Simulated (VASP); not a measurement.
An input for Ansatz (written as the equivalent of a VASP run, and not itself run):

Ansatz 0.2 input:
```yaml
crystal:
  lattice:
    - [1.4673343, -2.5414975, 0.0000000]
    - [1.4673343, 2.5414975, 0.0000000]
    - [0.0000000, 0.0000000, 4.6312079]
  atoms:
    - { symbol: Ti, position: [0.3333330, 0.6666670, 0.2500000] }
    - { symbol: Ti, position: [0.6863404, 0.3136596, 0.7500000] }
kpoints:
  mp_grid: { grid: [14, 14, 8] }
hamiltonian:
  xc: r2scan
  pseudopotentials: { kind: paw }
scf:
  occupations: { method: methfessel_paxton, width: 0.1 }
  max_iter: 100
output: { forces: true, stress: true, eigenvalues: true }
```

### Question
Translate this input to VASP (INCAR, KPOINTS, POSCAR, choice of POTCAR).

### Answer
This is not unique; one that fits is 
### INCAR
```
SYSTEM = Ti
PREC = Accurate
ENCUT = 480
EDIFF = 1E-7
NELM = 100
ALGO = Normal
LREAL = .FALSE.
LASPH = .TRUE.
ISMEAR = 1
SIGMA = 0.1
METAGGA = R2SCAN
LMIXTAU = .TRUE.
LMAXMIX = 4
LWAVE = .FALSE.
LCHARG = .FALSE.
ISIF = 2
```

KPOINTS:
```
Regular mesh
0
gamma
14 14 8
0 0 0
```

File POSCAR:
```
Ti
1.0
  1.4673342512  -2.5414975327   0.0000000000
  1.4673342512   2.5414975327   0.0000000000
  0.0000000000   0.0000000000   4.6312079152
Ti
2
Direct
  0.3333330000   0.6666670000   0.2500000000
  0.6863404403   0.3136595597   0.7500000000
```

POTCAR, in this order: Ti_sv (PBE.64 set). Program: vasp_std.

The two are equivalent in intent, not identical: each code has its own PAW files, so the cut-off isn't converted (ENCUT is set for VASP's; basis.ecutwfc is left out, and Ansatz then takes the one that its files recommend); Ansatz stops its SCF on the density residual and VASP on the energy change (EDIFF).

The compound is Ti in the hcp structure. This cell was strained or had an atom moved on purpose.
